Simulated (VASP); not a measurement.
Consider the following.

```
CELL_PARAMETERS angstrom
      1.55376    -2.69120     0.00000
      1.55376     2.69120     0.00000
      0.00000     0.00000     5.10200
ATOMIC_POSITIONS crystal
  Si 0.66667 0.33333 0.49964
  Si 0.33333 0.66667 0.99964
  C  0.66667 0.33333 0.87536
  C  0.33333 0.66667 0.37536
```

Level of theory: PBEsol GGA, VASP's PBE PAW potentials (set 64) (plane waves; VASP). Run with 520 eV cut-off, 8×8×5 Γ-centred mesh, Gaussian smearing of 0.050 eV, potentials Si C.

### Question
What does the run give for the energy per atom (σ→0), pressure?

### Answer

- energy per atom (σ→0) = -7.949 eV/atom
- pressure = -6.18 GPa

The absolute energy has meaning only against runs of the same code, potentials and settings.

The compound is SiC in the wurtzite structure, the rare 2H polytype. This cell is one point of a volume scan, at 1.03 of the reference volume.
